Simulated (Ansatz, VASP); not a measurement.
# Cross-check of Na14Sr6Si26O65 between VASP and Ansatz

Wanted: the spread between two codes on one cell, functional and k mesh. The structure shown is frame 45 of Ansatz's trajectory.

Method: plane waves, with VASP 6.6.1 beside it; single point at PBEsol, in Ansatz 0.2.0.

## (1) Set-up

The cell holds 111 atoms: 26 Si, 14 Na, 6 Sr and 65 O. Its edges and angles: a = 11.680 Å, b = 11.680 Å, c = 11.680 Å, α = 90.0°, β = 90.0°, γ = 90.0°. As first built, before any earlier steps moved the atoms (in the runner's words): 111 atoms (26 Si, 14 Na, 6 Sr, 65 O) placed at random at 2.73 g/cm^3, melted at 4000 K for 10 ps at fixed volume with the Morse and Coulomb pair potential with partial charges (Pedone, Malavasi, Menziani, Cormack and Segre, J. Phys. Chem. B 110, 11780 (2006)). Snapshot at the end of a hold of 10 ps at 2790 K and fixed volume.

## (2) Ansatz: dynamics, PBEsol

Ansatz runs on its default PAW (the set named soft_2) files.

One frame of this run of dynamics is then solved in both programs, so the motion causes no difference.

File input.yaml:

```yaml
crystal:
  lattice:
    - [11.68, 0.0, 0.0]
    - [0.0, 11.68, 0.0]
    - [0.0, 0.0, 11.68]
  atoms:
    - { symbol: Si, position: [0.64472, 0.1895, 0.2779] }
    - { symbol: Si, position: [0.34544, 0.89509, 0.04314] }
    - { symbol: Si, position: [0.52107, 0.23823, 0.02116] }
    - { symbol: Si, position: [0.46594, 0.36208, 0.54432] }
    - { symbol: Si, position: [0.80559, 0.03116, 0.6612] }
    - { symbol: Si, position: [0.71071, 0.41945, 0.43955] }
    - { symbol: Si, position: [0.81538, 0.59478, 0.88659] }
    - { symbol: Si, position: [0.20042, 0.09344, 0.32507] }
    - { symbol: Si, position: [0.56245, 0.98228, 0.9034] }
    - { symbol: Si, position: [0.98464, 0.93975, 0.83088] }
    - { symbol: Si, position: [0.36831, 0.76257, 0.25821] }
    - { symbol: Si, position: [0.6668, 0.70322, 0.36967] }
    - { symbol: Si, position: [0.45913, 0.69668, 0.56819] }
    - { symbol: Si, position: [0.78613, 0.83178, 0.94809] }
    - { symbol: Si, position: [0.12159, 0.80622, 0.33862] }
    - { symbol: Si, position: [0.29586, 0.90465, 0.46432] }
    - { symbol: Si, position: [0.27094, 0.40627, 0.71871] }
    - { symbol: Si, position: [0.2255, 0.13293, 0.04824] }
    - { symbol: Si, position: [0.6183, 0.56382, 0.18422] }
    - { symbol: Si, position: [0.56835, 0.93742, 0.64989] }
    - { symbol: Si, position: [0.85396, 0.46384, 0.13498] }
    - { symbol: Si, position: [0.03249, 0.75119, 0.68346] }
    - { symbol: Si, position: [0.42674, 0.13453, 0.43304] }
    - { symbol: Si, position: [0.18186, 0.60265, 0.52142] }
    - { symbol: Si, position: [0.40026, 0.49914, 0.32206] }
    - { symbol: Si, position: [0.74836, 0.25632, 0.81626] }
    - { symbol: Na, position: [0.57601, 0.63055, 0.84901] }
    - { symbol: Na, position: [0.07207, 0.30051, 0.73964] }
    - { symbol: Na, position: [0.23242, 0.38372, 0.46055] }
    - { symbol: Na, position: [0.47239, 0.46411, 0.82815] }
[... 75 atom lines left out ...]
    - { symbol: O, position: [0.54758, 0.67961, 0.44177] }
    - { symbol: O, position: [0.20483, 0.96308, 0.40178] }
    - { symbol: O, position: [0.73477, 0.54542, 0.78757] }
    - { symbol: O, position: [0.24013, 0.80581, 0.96951] }
    - { symbol: O, position: [0.82984, 0.04195, 0.53673] }
    - { symbol: O, position: [0.13809, 0.66358, 0.64544] }
kpoints:
  mp_grid: { grid: [1, 1, 1] }
hamiltonian:
  xc: pbesol
scf:
  occupations: { method: fermi_dirac, width: 0.078 }
output:
  forces: true
md:
  timestep: 1.0
  n_steps: 134
  ensemble: nvt_langevin
  temperature: 900
  initial_velocities: maxwell_boltzmann
  seed: 1764
```

Command:

```
$ ansatz run input.yaml --threads 4 --pin off --max-ram 8192MiB --backend cpu --events-out ev --progress --plain --runs-dir out
```

Numbers of over 12 decimals in the logs are rounded to 6 here.

What it wrote:

```text
Warning: md: disabling space-group detection — thermal motion breaks the input geometry's symmetry, so no spatial operation reduces the k-mesh or symmetrises the density; time reversal is kept, so that k and −k are solved as one point where they differ and the mesh holds both, and exact exchange and, on two spinor components, a DFT+U term hold to it where the run has them: on two components no moment then forms, and  [...]
Engine: ansatz 0.2.0, aarch64-unknown-linux-gnu
Pseudopotentials: kind: paw
Pseudopotential: Si, paw, valence charge 4, recommended cutoff 420 eV (normal), Si.paw.azcp
Pseudopotential: Na, paw, valence charge 9, recommended cutoff 420 eV (normal), Na.paw.azcp
Pseudopotential: Sr, paw, valence charge 10, recommended cutoff 420 eV (normal), Sr.paw.azcp
Pseudopotential: O, paw, valence charge 6, recommended cutoff 420 eV (normal), O.paw.azcp
Functional definition: PBEsol
  exchange = pbesol_x
  correlation = pbesol_c
Crystal: 111 atoms, lattice volume = 1593.414 Å³
Basis set: ecut = 420 eV, 31103 PW (Γ), exchange–correlation on 160×160×160 points (8 copies of the dense FFT grid, shifted against one another)
Bands: 451, of which v1, the nominal top of the filled ones, is band 340 counted from 1 (339 counted from 0)
Symmetry: 1 space group operations
k-points: 1
Non-local potential: Si, projectors of the file, l = 0: 2, l = 1: 2, l = 2: 2
Non-local potential: Na, projectors of the file, l = 0: 3, l = 1: 2, l = 2: 1
Non-local potential: Sr, projectors of the file, l = 0: 3, l = 1: 2, l = 2: 2
Non-local potential: O, projectors of the file, l = 0: 2, l = 1: 2, l = 2: 1
PAW form: soft (Blöchl's): semilocal exchange-correlation on the pseudo side does not see the compensation charge
PAW frozen core: Si, regenerated for the run's functional, and the local potential with it (the file was generated under x = pbe(κ = 0.804, μ = 0.219515), c = pbe(β = 0.066725))
PAW frozen core: Na, regenerated for the run's functional, and the local potential with it (the file was generated under x = pbe(κ = 0.804, μ = 0.219515), c = pbe(β = 0.066725))
PAW frozen core: Sr, regenerated for the run's functional, and the local potential with it (the file was generated under x = pbe(κ = 0.804, μ = 0.219515), c = pbe(β = 0.066725))
PAW frozen core: O, regenerated for the run's functional, and the local potential with it (the file was generated under x = pbe(κ = 0.804, μ = 0.219515), c = pbe(β = 0.066725))
PAW one-centre angular grid: Si, 110 points (default); XC on 64 Gauss nodes
PAW one-centre angular grid: Na, 110 points (default); XC on 64 Gauss nodes
PAW one-centre angular grid: Sr, 110 points (default); XC on 64 Gauss nodes
PAW one-centre angular grid: O, 110 points (default); XC on 64 Gauss nodes
Initial density: superposition of atomic densities (neutral atoms: chi_scale 0, normalization atom), corrected by the library's trained network
Initial wavefunctions: pseudopotential atomic-orbital guess
Functional: x = pbesol(κ = 0.804, μ = 0.123457), c = pbesol(β = 0.046)
SCF iter   1: F=—  HF=-94297.565372 eV  |F-HF|=—  |Δ(HF+E_count)|=         —  Δρ=1.15e-2  dr2=1.83e0  ethr=1.77e-3  ⟨swp⟩=7.0  Hψ=2272  notcnv=0  defer=47
preconditioner: auto → Resta (q_TF=auto, 2.367 Å⁻¹)  ε∞=3.1  [insulator: Δε(μ)=1.184 eV  Ē_g=16.435 eV  σ=0.078 eV  W_gap=1.00  n_scr=364 (ndim 8)  ℏωp=23.5 eV  f_vac=0.164  D(μ)=0.03/eV (n_scr^D=0)  ε∞_Penn≈3.1]
SCF iter   2: F=—  HF=-94297.088941 eV  |F-HF|=—  |Δ(HF+E_count)|=   4.76e-1  Δρ=2.95e-3  dr2=1.34e-1  ethr=2.69e-4  ⟨swp⟩=2.0  Hψ=728  notcnv=0  defer=97
SCF iter   3: F=—  HF=-94297.070244 eV  |F-HF|=—  |Δ(HF+E_count)|=   1.87e-2  Δρ=1.18e-3  dr2=4.27e-2  ethr=1.98e-5  ⟨swp⟩=2.0  Hψ=578  notcnv=0  defer=97
SCF iter   4: F=—  HF=-94297.070002 eV  |F-HF|=—  |Δ(HF+E_count)|=   2.42e-4  Δρ=1.22e-3  dr2=2.42e-2  ethr=6.28e-6  ⟨swp⟩=2.0  Hψ=564  notcnv=0  defer=97
SCF iter   5: F=—  HF=-94297.066704 eV  |F-HF|=—  |Δ(HF+E_count)|=   3.30e-3  Δρ=3.07e-4  dr2=2.23e-3  ethr=3.56e-6  ⟨swp⟩=2.0  Hψ=722  notcnv=0  defer=97
SCF iter   6: F=—  HF=-94297.067066 eV  |F-HF|=—  |Δ(HF+E_count)|=   3.62e-4  Δρ=2.04e-4  dr2=8.21e-4  ethr=3.28e-7  ⟨swp⟩=3.0  Hψ=565  notcnv=0  defer=97
SCF iter   7: F=—  HF=-94297.067216 eV  |F-HF|=—  |Δ(HF+E_count)|=   1.50e-4  Δρ=5.96e-5  dr2=7.67e-5  ethr=1.21e-7  ⟨swp⟩=3.0  Hψ=559  notcnv=0  defer=97
SCF iter   8: F=—  HF=-94297.066896 eV  |F-HF|=—  |Δ(HF+E_count)|=   3.20e-4  Δρ=3.44e-5  dr2=2.26e-5  ethr=1.13e-8  ⟨swp⟩=2.0  Hψ=694  notcnv=0  defer=97
[...]
iter 1 solved again at ethr=1.27e-5 eV; its pass at ethr=3.10e-3 eV (dr2=8.63e-2 eV) is discarded
SCF iter   1: F=—  HF=-94330.746532 eV  |F-HF|=—  |Δ(HF+E_count)|=         —  Δρ=2.71e-3  dr2=9.14e-2  ethr=1.27e-5  ⟨swp⟩=9.0  Hψ=2352  notcnv=0  defer=1
preconditioner: auto → Resta (q_TF=auto, 2.367 Å⁻¹)  ε∞=3.0  [insulator: Δε(μ)=1.916 eV  Ē_g=16.719 eV  σ=0.078 eV  W_gap=1.00  n_scr=364 (ndim 8)  ℏωp=23.5 eV  f_vac=0.150  D(μ)=0.00/eV (n_scr^D=0)  ε∞_Penn≈3.0]
SCF iter   2: F=—  HF=-94330.721843 eV  |F-HF|=—  |Δ(HF+E_count)|=   2.47e-2  Δρ=1.23e-3  dr2=2.11e-2  ethr=1.27e-5  ⟨swp⟩=2.0  Hψ=753  notcnv=0  defer=2
SCF iter   3: F=—  HF=-94330.716476 eV  |F-HF|=—  |Δ(HF+E_count)|=   5.37e-3  Δρ=6.80e-4  dr2=6.02e-3  ethr=3.11e-6  ⟨swp⟩=2.0  Hψ=655  notcnv=0  defer=2
SCF iter   4: F=—  HF=-94330.715122 eV  |F-HF|=—  |Δ(HF+E_count)|=   1.35e-3  Δρ=1.32e-4  dr2=3.74e-4  ethr=8.85e-7  ⟨swp⟩=2.0  Hψ=581  notcnv=0  defer=2
SCF iter   5: F=—  HF=-94330.715090 eV  |F-HF|=—  |Δ(HF+E_count)|=   3.20e-5  Δρ=1.05e-4  dr2=1.55e-4  ethr=5.50e-8  ⟨swp⟩=2.0  Hψ=664  notcnv=0  defer=2
SCF iter   6: F=—  HF=-94330.715072 eV  |F-HF|=—  |Δ(HF+E_count)|=   1.75e-5  Δρ=2.44e-5  dr2=9.62e-6  ethr=2.29e-8  ⟨swp⟩=2.0  Hψ=620  notcnv=0  defer=2
SCF iter   7: F=—  HF=-94330.715102 eV  |F-HF|=—  |Δ(HF+E_count)|=   2.96e-5  Δρ=1.92e-5  dr2=4.90e-6  ethr=1.42e-9  ⟨swp⟩=2.0  Hψ=687  notcnv=0  defer=2
SCF iter   8: F=—  HF=-94330.715102 eV  |F-HF|=—  |Δ(HF+E_count)|=   4.76e-8  Δρ=4.07e-6  dr2=2.43e-7  ethr=7.20e-10  ⟨swp⟩=2.0  Hψ=620  notcnv=0  defer=2
SCF iter   9: F=—  HF=-94330.715102 eV  |F-HF|=—  |Δ(HF+E_count)|=   4.12e-7  Δρ=2.70e-6  dr2=1.06e-7  ethr=1.47e-11  ⟨swp⟩=4.0  Hψ=1350  notcnv=0
SCF iter  10: F=-94330.715102 eV  HF=-94330.715102 eV  |F-HF|=5.34e-9  |Δ(HF+E_count)|=   3.44e-8  Δρ=1.49e-6  dr2=3.23e-8  ethr=1.47e-11  ⟨swp⟩=4.0  Hψ=1265  notcnv=0
SCF 135 converged in 10 iterations: F = -94330.715102 eV  dr2 = 3.23e-8
md step   134: t =   134.00 fs  T =  1359.3 K  F+E_penalty+E_count = -94330.71510213 eV  E_kin = 19.503340 eV  (10 SCF iters)
SCF converged after 10 iterations
Free energy (F): -94330.715102 eV
Harris-Foulkes:  -94330.715102 eV  (|F-HF|=5.34e-9)
Internal energy: -94330.715087 eV  (E = F + TS)
E sigma→0 (E₀):  -94330.715094 eV
Entropy (-TS):   -0.000016 eV (-0.000 meV/atom)
Fermi energy:    5.613819 eV
--- Per-component energies (eV) ---
  E_band       = -5294.404911
  E_kinetic    = 15804.130435
  E_local      = -56193.681174  (includes V_loc(G=0)·N_el)
  E_nonlocal   = 6605.177603
  E_hartree    = 20360.020657
  E_xc         = -7768.711189
  E_vxc        = -9016.769907  (∫ρ·V_xc dr)
  E_paw        = -42318.538138  (= ΣΔE_a)
  E_vpaw       = -3213.462633  (= ΣTr[D̂ρ^β])
  E_aug_tail   = 0.161818  (compensation charges beyond the density's cutoff)
  E_ewald      = -30823.961187
  E_core_change = 4.686088  (= ΣΔE_core)
  E_smearing   = -0.000016  (= −TS)
  E_closure    = -0.000000  (closes the sum)
  Σ components = -94330.715102   (vs F -94330.715102, Δ=0.00e0)
--- Forces (eV/Å), atoms counted from 1 ---
  atom   1  Si    -1.58154827     0.30897188    -0.46530792
  atom   2  Si    -0.36095137    -0.41157973     0.72768573
  atom   3  Si    -1.03148483     3.02333738    -2.05799500
  atom   4  Si     0.92517357    -2.57314215     3.29628431
  atom   5  Si     0.89996991    -1.27727337     3.20320274
  atom   6  Si     1.01224344     1.04737666     1.63051357
  atom   7  Si     1.69032098    -0.79975778    -0.19299404
  atom   8  Si     1.48547858     2.31699810     1.25309894
  atom   9  Si    -1.31337982    -3.72801521    -0.00733837
  atom  10  Si     1.13331324     0.47439218     0.27417784
  atom  11  Si     1.10844556     2.48331209    -1.29094540
  atom  12  Si    -4.64256441    -4.47330794    -0.60458016
  atom  13  Si    -3.83796027     1.24786504     0.90470193
  atom  14  Si     2.61435941     1.32724343     3.04290305
  atom  15  Si    -1.04307702     0.90987734    -0.32697223
  atom  16  Si     1.33572441    -1.87965653     1.33524747
  atom  17  Si     0.40651209     1.83439064     2.60631096
  atom  18  Si    -1.69391057     0.35248875    -1.87617521
  atom  19  Si     1.06200447    -1.02682476    -1.92464349
  atom  20  Si    -1.13339207     1.48173217    -1.42058410
  atom  21  Si    -1.85823859     1.48505796    -0.18950623
  atom  22  Si    -3.90690812    -1.01728742    -4.06780410
  atom  23  Si    -2.31498560     1.92932799     0.07037282
  atom  24  Si    -0.73196566     2.35999820     2.47959544
[...]
atom 104  O     -0.34644815     1.31418460    -0.84799273
  atom 105  O      1.35711832    -0.23173704    -1.36630532
  atom 106  O      4.10180491    -0.91226024    -5.03851427
  atom 107  O      0.11571557    -0.31264578    -1.69288070
  atom 108  O      1.70034515    -0.81319760    -0.54185402
  atom 109  O      0.94359453    -0.27768388    -0.35774299
  atom 110  O     -0.00241278     0.14529686    -1.97398503
  atom 111  O      1.22033308     0.45258187     0.57844569
  max |Σ_I F_I| component: 1.19e-4 eV/Å
--- MD trajectory: 134 steps, t = 0.0 → 134.0 fs ---
  final state: T = 1359.3 K   F+E_penalty+E_count = -94330.71510213 eV   E_kin = 19.503340 eV
```

## (3) VASP: single point, PBEsol

The same cell, functional, mesh and smearing now go to VASP, with its own data sets.

Lines of VASP's logs that name or quote its potential files are left out, and so is its time.

File INCAR:

```
SYSTEM = Na14Sr6Si26O65
PREC = Accurate
ENCUT = 520
EDIFF = 1E-06
NELM = 120
ISMEAR = -1
SIGMA = 0.078
LREAL = Auto
ALGO = Normal
GGA = PS
NBANDS = 416
LORBIT = 11
LWAVE = .FALSE.
LCHARG = .FALSE.
ISIF = 2
LASPH = .TRUE.
GGA_COMPAT = .FALSE.
EFERMI = MIDGAP
NCORE = 4
```

File POSCAR:

```
Na14Sr6Si26O65
1.0
   11.6800000000      0.0000000000      0.0000000000
    0.0000000000     11.6800000000      0.0000000000
    0.0000000000      0.0000000000     11.6800000000
Si Na Sr O
26 14 6 65
Direct
    0.6487756849      0.1853082192      0.2663698630
    0.3476369863      0.8651455479      0.0255736301
    0.4817465753      0.2086815068      0.0596147260
    0.4554280822      0.3704965753      0.5405308219
    0.8009417808      0.0252568493      0.6603852740
    0.7054366438      0.4178852740      0.4230222603
    0.8223287671      0.6024743151      0.8831506849
    0.1841267123      0.1077654110      0.3366695205
    0.5505051370      0.9868321918      0.8949400685
    0.9962756849      0.9412071918      0.8157619863
    0.3663270548      0.7735359589      0.2547688356
    0.6382020548      0.6907277397      0.3915325342
    0.4463099315      0.6791523973      0.5876541096
    0.7862157534      0.8509589041      0.9828424658
    0.1360359589      0.8226712329      0.3296575342
    0.3109417808      0.9101198630      0.4700256849
    0.2714212329      0.4126198630      0.7198715753
    0.2133732877      0.1409674658      0.0684417808
    0.6076369863      0.5740154110      0.1687243151
    0.5701883562      0.9459417808      0.6357705479
    0.8945462329      0.4819606164      0.1207962329
    0.0261044521      0.7307705479      0.6815239726
    0.4359845890      0.1376113014      0.4321746575
    0.1767979452      0.6119092466      0.5352311644
    0.4080565068      0.5102054795      0.3055136986
    0.7592893836      0.2683304795      0.8042979452
    0.5588099315      0.6933818493      0.8527482877
    0.0895547945      0.2828595890      0.8161472603
    0.2334332192      0.3557448630      0.4502054795
    0.5080907534      0.4798715753      0.8660359589
[... 75 atom lines left out ...]
    0.5369006849      0.6956078767      0.4892208904
    0.1904965753      0.9572174658      0.3809160959
    0.7267208904      0.5848116438      0.7977397260
    0.2716523973      0.7546318493      0.9983219178
    0.8357619863      0.0717465753      0.5296832192
    0.1445205479      0.6719092466      0.6542123288
```

File KPOINTS:

```
Automatic mesh
0
Gamma
1 1 1
0 0 0
```

The projector-augmented-wave data sets are Si, Na_pv, Sr_sv and O (PBE family, release 64).

Command:

```
$ mpirun -np 16 vasp_gam
```

What it wrote:

```text
[banner, memory and clock lines left out]
running   16 mpi-ranks, on    1 nodes
[...]
|                                                                             |
|               ----> ADVICE to this user running VASP <----                  |
|                                                                             |
|     You enforced a specific xc type in the INCAR file but a different       |
|     [... a line on the potential file left out ...]
|     I HOPE YOU KNOW WHAT YOU ARE DOING!                                     |
|                                                                             |

 LDA part: xc-table for (Slater+PW92), standard interpolation
 POSCAR, INCAR and KPOINTS ok, starting setup
[...]
entering main loop
       N       E                     dE             d eps       ncg     rms          rms(c)
DAV:   1     0.829699385989E+04    0.82970E+04   -0.35272E+05   832   0.171E+03
DAV:   2     0.396465486067E+03   -0.79005E+04   -0.74233E+04   936   0.462E+02
DAV:   3    -0.798345303798E+03   -0.11948E+04   -0.11617E+04   928   0.196E+02
DAV:   4    -0.881619428920E+03   -0.83274E+02   -0.82293E+02  1104   0.534E+01
[...]
DAV:  19    -0.773737192251E+03   -0.13646E-05   -0.15591E-05   952   0.106E-02    0.858E-03
DAV:  20    -0.773737195692E+03   -0.34410E-05   -0.82147E-06   888   0.679E-03    0.458E-03
DAV:  21    -0.773737196102E+03   -0.40946E-06   -0.20451E-06   720   0.359E-03
   1 F= -.77373720E+03 E0= -.77373696E+03  d E =-.468351E-03
```

From OUTCAR (step 3):

```text
  Total      -57.8282905    -24.6939098    -25.0878229     -9.3841377      4.1138305      2.2722787
  in kB      -58.1463433    -24.8297251    -25.2258048     -9.4357500      4.1364564      2.2847761
  external PRESSURE =     -36.0672910 kB  Pullay stress =       0.0000000 kB

 POSITION                                       TOTAL-FORCE (eV/Angst)
 -----------------------------------------------------------------------------------
      7.57770      2.16440      3.11120         0.817454     -0.012579      1.107670
      4.06040     10.10490      0.29870         1.569903      1.420559      1.273502
      5.62680      2.43740      0.69630         0.628308      1.492145     -4.853895
      5.31940      4.32740      6.31340         2.058633      4.685099     -0.739290
      9.35500      0.29500      7.71330         1.698338      1.637605     -0.016900
      8.23950      4.88090      4.94090        -2.516686      0.927642     -0.492958
      9.60480      7.03690     10.31520         4.058053      0.994950      0.838894
      2.15060      1.25870      3.93230         3.154254      0.617141      3.382671
      6.42990     11.52620     10.45290         1.617914     -0.767487     -2.226953
     11.63650     10.99330      9.52810         2.217545      2.403324      3.268928
[...]
2.11560      5.38170      7.38470        -0.576292      2.018962     -1.297618
      9.10080      2.55830     10.94280        -0.548822      0.982750     -0.219521
      5.73240      9.79090      7.37040        -1.565139     -1.978339     -0.085632
[...]
-----------------------------------------------------------------------------------
    total drift:                                0.001298     -0.017788      0.033807

  FREE ENERGIE OF THE ION-ELECTRON SYSTEM (eV)
  ---------------------------------------------------
  free  energy   TOTEN  =      -773.7371961018 eV

  energy  without entropy=     -773.7367277509  energy(sigma->0) =     -773.73696193

[... 3 further parts left out ...]
[key lines of the parts left out:]
E-fermi :   3.1506
```

The run ends at a pressure of -3.61 GPa, with forces up to 8.0 eV/Å.

## (4) Differences

Known differences besides the potentials themselves: the data sets hold 680 valence electrons in Ansatz (on its default PAW (the set named soft_2) files) and 652 in VASP; the cutoff is 420 eV in Ansatz and 520 eV in VASP (PREC = Accurate, projectors in real space); Ansatz makes its cores anew for this functional, VASP keeps those of its PBE data sets. Total energies have different zeros and are not compared.

Forces on 9 of the 111 atoms, those with the largest forces and the largest differences (eV/Å; atoms numbered as in POSCAR):

```tsv
atom	Ansatz x, y, z	VASP x, y, z
Si16	-3.862, 3.381, 6.079	-3.876, 3.384, 6.076
Si18	3.016, -5.877, 2.837	3.021, -5.985, 2.892
Si19	0.946, -5.918, -2.033	1.008, -5.969, -2.013
Si22	-5.863, -0.779, -1.373	-5.857, -0.800, -1.296
O49	-4.099, 2.534, -3.042	-4.177, 2.596, -3.123
O80	2.989, -3.422, -5.599	3.019, -3.477, -5.698
O94	-0.535, 1.293, -1.154	-0.411, 1.429, -1.119
O102	-3.775, 3.916, -2.554	-3.901, 4.034, -2.618
O108	-1.888, -1.210, -2.812	-2.029, -1.232, -2.936
```

The forces differ by 55 meV/Å r.m.s., which is 3.1 % of the r.m.s. force of 1.781 eV/Å (both taken over all components).

## (5) Outcome

| Property | Result |
| --- | --- |
| r.m.s. force difference (single point, PBEsol) | 3.1 % of the r.m.s. force |

**Reading.** The r.m.s. force difference is 3.1 % of the r.m.s. force (single point, PBEsol), at about the 3 % picked in this series as the mark of a large difference. The data sets hold unlike numbers of valence electrons (680 in Ansatz and 652 in VASP), so part of the differences comes from the potentials. What causes the difference of the single point, PBEsol pair stays open here. 2 further runs of this series are not shown here. Such differences can come from data sets, numerical settings and the points named under the comparisons, not from the functional's error against experiment.

[Lines on the potential files, build, host, timing and source positions are cut from VASP's logs without a mark.]

[Logs are printed without paths, hosts, clocks, repeated set-up lines and the standing remarks that a program may print on its own settings, such as how far it seeks lower states.]

[Hosts, paths, dates, database ids (printed as entryN), source tags and the programs' standing remarks are cut or masked in the printed files.]
